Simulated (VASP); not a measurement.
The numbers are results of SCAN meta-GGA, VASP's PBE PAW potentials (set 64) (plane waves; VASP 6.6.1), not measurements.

Input for VASP

INCAR:
```
ISIF = 2
LMAXMIX = 4
SYSTEM = Ge
LMIXTAU = .True.
ISMEAR = 0
ENCUT = 520
PREC = Accurate
EDIFF = 1E-7   # SCF stop (eV)
NELM = 100
LCHARG = .False.
LREAL = .False.   # projection in real space or not
SIGMA = 0.05
METAGGA = SCAN
ALGO = Normal
LASPH = .True.   # aspherical one-centre terms
LWAVE = .False.
```

**KPOINTS**
```
K-points
0
G
  8 8 8
0 0 0
```

### POSCAR
```
Ge
1.0
  0.0000000000   2.8004222886   2.8004222886
  2.8004222886   0.0000000000   2.8004222886
  2.8004222886   2.8004222886   0.0000000000
Ge
2
direct
  0.0000000000   0.0000000000   0.0000000000
  0.2500000000   0.2500000000   0.2500000000
```

POTCAR, in this order: Ge_d (PBE.64 set). Program: vasp_std.

Output

File OUTCAR:
```
 ion  position               nearest neighbor table
   1  0.000  0.000  0.000-   2 2.43   2 2.43   2 2.43   2 2.43
   2  0.250  0.250  0.250-   1 2.43   1 2.43   1 2.43   1 2.43
  LATTYP: Found a face centered cubic cell.
 ALAT       =     5.6008445772
 Subroutine PRICEL returns:
 Original cell was already a primitive cell.
 Subroutine GETGRP returns: Found 48 space group operations
The static configuration has the point symmetry T_d .
 The point group associated with its full space group is O_h .
The dynamic configuration has the point symmetry T_d .
 Subroutine INISYM returns: Found 48 space group operations
 Subroutine IBZKPT returns following result:
 Found     29 irreducible k-points:

 Following reciprocal coordinates:
            Coordinates               Weight
  0.000000  0.000000  0.000000      1.000000
  0.125000  0.000000  0.000000      8.000000
  0.250000  0.000000  0.000000      8.000000
  0.375000  0.000000  0.000000      8.000000
  0.500000  0.000000  0.000000      4.000000
  0.125000  0.125000  0.000000      6.000000
  0.250000  0.125000  0.000000     24.000000
  0.375000  0.125000  0.000000     24.000000
  0.500000  0.125000  0.000000     24.000000
 -0.375000  0.125000  0.000000     24.000000
 -0.250000  0.125000  0.000000     24.000000
 -0.125000  0.125000  0.000000     12.000000
  0.250000  0.250000  0.000000      6.000000
  0.375000  0.250000  0.000000     24.000000
  0.500000  0.250000  0.000000     24.000000
 -0.375000  0.250000  0.000000     24.000000
 -0.250000  0.250000  0.000000     12.000000
  0.375000  0.375000  0.000000      6.000000
  0.500000  0.375000  0.000000     24.000000
 -0.375000  0.375000  0.000000     12.000000
  0.500000  0.500000  0.000000      3.000000
  0.375000  0.250000  0.125000     24.000000
  0.500000  0.250000  0.125000     48.000000
...
```

### OSZICAR
```
       N       E                     dE             d eps       ncg     rms          rms(c)
DAV:   1     0.134867760167E+03    0.13487E+03   -0.15904E+04  1060   0.443E+03
DAV:   2    -0.195811597280E+02   -0.15445E+03   -0.15144E+03  1044   0.548E+02
DAV:   3    -0.400320301854E+02   -0.20451E+02   -0.20276E+02  1136   0.151E+02
DAV:   4    -0.406820401895E+02   -0.65001E+00   -0.64866E+00  1180   0.308E+01
DAV:   5    -0.406930793972E+02   -0.11039E-01   -0.11035E-01  1184   0.412E+00    0.317E+00
DAV:   6    -0.382122797013E+02    0.24808E+01   -0.37104E-01  1222   0.107E+01    0.184E+00
DAV:   7    -0.383963921798E+02   -0.18411E+00   -0.46032E-01  1262   0.792E+00    0.372E-01
DAV:   8    -0.379180784948E+02    0.47831E+00   -0.27751E-01  1236   0.708E+00    0.301E-01
DAV:   9    -0.380954097325E+02   -0.17733E+00   -0.22261E-01  1044   0.576E+00    0.170E-01
DAV:  10    -0.380837125511E+02    0.11697E-01   -0.45989E-02  1078   0.204E+00    0.191E-01
DAV:  11    -0.380478470052E+02    0.35866E-01   -0.13930E-01  1044   0.516E+00    0.222E-01
DAV:  12    -0.380923329575E+02   -0.44486E-01   -0.90371E-02  1044   0.386E+00    0.111E-01
DAV:  13    -0.380937448782E+02   -0.14119E-02   -0.64008E-02  1052   0.269E+00    0.114E-01
DAV:  14    -0.380936993939E+02    0.45484E-04   -0.11569E-03  1248   0.370E-01    0.116E-01
DAV:  15    -0.380932099927E+02    0.48940E-03   -0.10986E-04  1102   0.120E-01    0.112E-01
DAV:  16    -0.380924871769E+02    0.72282E-03   -0.31274E-04  1044   0.206E-01    0.103E-01
DAV:  17    -0.380945510032E+02   -0.20638E-02   -0.43025E-03  1044   0.902E-01    0.773E-02
DAV:  18    -0.380936874675E+02    0.86354E-03   -0.19793E-03  1044   0.574E-01    0.826E-02
DAV:  19    -0.380937332084E+02   -0.45741E-04   -0.64094E-05  1064   0.857E-02    0.822E-02
DAV:  20    -0.380940923683E+02   -0.35916E-03   -0.29809E-04  1044   0.180E-01    0.857E-02
DAV:  21    -0.380935132823E+02    0.57909E-03   -0.41545E-04  1044   0.208E-01    0.108E-01
DAV:  22    -0.380933107395E+02    0.20254E-03   -0.17351E-04  1088   0.151E-01    0.115E-01
DAV:  23    -0.380933027773E+02    0.79622E-05   -0.18886E-05  1240   0.542E-02    0.118E-01
DAV:  24    -0.380932817097E+02    0.21068E-04   -0.52382E-05  1048   0.928E-02    0.106E-01
DAV:  25    -0.380932875807E+02   -0.58710E-05   -0.45621E-05  1132   0.898E-02    0.889E-02
DAV:  26    -0.380933459185E+02   -0.58338E-04   -0.76914E-05  1044   0.108E-01    0.718E-02
DAV:  27    -0.380934156480E+02   -0.69730E-04   -0.86705E-05  1052   0.129E-01    0.384E-02
DAV:  28    -0.380934694123E+02   -0.53764E-04   -0.44433E-05  1044   0.847E-02    0.227E-02
DAV:  29    -0.380934422958E+02    0.27116E-04   -0.91537E-05  1044   0.107E-01    0.872E-03
DAV:  30    -0.380934469406E+02   -0.46447E-05   -0.35496E-06  1152   0.246E-02    0.292E-03
DAV:  31    -0.380934463985E+02    0.54205E-06   -0.53761E-06  1048   0.240E-02    0.197E-03
DAV:  32    -0.380934473543E+02   -0.95579E-06   -0.17954E-07   936   0.585E-03    0.127E-03
DAV:  33    -0.380934478996E+02   -0.54531E-06   -0.18710E-07   816   0.579E-03    0.688E-04
DAV:  34    -0.380934487447E+02   -0.84507E-06   -0.70408E-08   754   0.418E-03    0.210E-04
DAV:  35    -0.380934487000E+02    0.44724E-07   -0.13883E-08   522   0.215E-03
   1 F= -.38093449E+02 E0= -.38093449E+02  d E =-.619755E-11
```

OUTCAR:
```
------------------------ aborting loop because EDIFF is reached ----------------------------------------
  FORCE on cell =-STRESS in cart. coord.  units (eV):
  Direction    XX          YY          ZZ          XY          YZ          ZX
  --------------------------------------------------------------------------------------
  Total        0.6438260      0.6438260      0.6438260      0.0000000     -0.0000000     -0.0000000
  in kB       23.4843499     23.4843499     23.4843499      0.0000000     -0.0000000     -0.0000000
  external PRESSURE =      23.4843499 kB  Pullay stress =       0.0000000 kB
  volume of cell :       43.92
      direct lattice vectors                 reciprocal lattice vectors
     0.000000000  2.800422289  2.800422289    -0.178544501  0.178544501  0.178544501
     2.800422289  0.000000000  2.800422289     0.178544501 -0.178544501  0.178544501
     2.800422289  2.800422289  0.000000000     0.178544501  0.178544501 -0.178544501
 POSITION                                       TOTAL-FORCE (eV/Angst)
 -----------------------------------------------------------------------------------
      0.00000      0.00000      0.00000        -0.000000     -0.000000     -0.000000
      1.40021      1.40021      1.40021         0.000000      0.000000      0.000000
 -----------------------------------------------------------------------------------
    total drift:                                0.000000     -0.000000      0.000000
  FREE ENERGIE OF THE ION-ELECTRON SYSTEM (eV)
  ---------------------------------------------------
  free  energy   TOTEN  =       -38.0934487000 eV

  energy  without entropy=      -38.0934487000  energy(sigma->0) =      -38.09344870
```
(Selected blocks of OUTCAR.)

The compound is Ge in the diamond structure. This cell is one point of a volume scan, at 0.97 of the reference volume.
